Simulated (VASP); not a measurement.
Data:

```
CELL_PARAMETERS angstrom
      5.42317     0.00000     0.00000
      0.00000     5.42317     0.00000
      0.00000     0.00000     5.42317
ATOMIC_POSITIONS crystal
  Zn 0.99324 0.99324 0.99324
  Zn 0.50676 0.50676 0.99324
  Zn 0.50676 0.99324 0.50676
  Zn 0.99324 0.50676 0.50676
  Se 0.25000 0.25000 0.25000
  S  0.75000 0.75000 0.25000
  S  0.75000 0.25000 0.75000
  S  0.25000 0.75000 0.75000
```

The numbers are results of PBEsol GGA, VASP's PBE PAW potentials (set 64) (plane waves; VASP 6.6.1), not measurements. Numerical set-up: 400 eV cut-off, Gaussian smearing of 0.050 eV, potentials Zn Se S.

Q: Give the energies of bands 29 to 42 at the high-symmetry points, in eV from the valence-band maximum.

A: 
| band | Γ | X | M | R |
|---|---|---|---|---|
| 29 | -2.47 | -2.92 | -2.88 | -1.19 |
| 30 | -2.47 | -2.92 | -2.71 | -1.19 |
| 31 | -2.26 | -2.74 | -2.71 | -1.07 |
| 32 | -2.26 | -2.58 | -2.46 | -1.07 |
| 33 | -2.26 | -1.51 | -1.24 | -1.07 |
| 34 | 0.00 | -1.51 | -1.09 | -0.64 |
| 35 | 0.00 | -1.14 | -0.79 | -0.64 |
| 36 | 0.00 | -1.14 | -0.79 | -0.64 |
| 37 | 1.80 | 4.01 | 4.49 | 2.95 |
| 38 | 2.85 | 4.16 | 4.49 | 2.95 |
| 39 | 3.17 | 4.35 | 4.73 | 2.95 |
| 40 | 3.17 | 4.46 | 4.73 | 3.22 |
| 41 | 3.77 | 5.46 | 6.07 | 6.56 |
| 42 | 3.77 | 5.63 | 6.47 | 6.56 |

The gap is direct, 1.80 eV, from the valence maximum at Γ to the conduction minimum at Γ.

The structure was generated: Zn4S3Se was put into an ordered model structure (P-43m), which need not be its known phase. It was relaxed first.
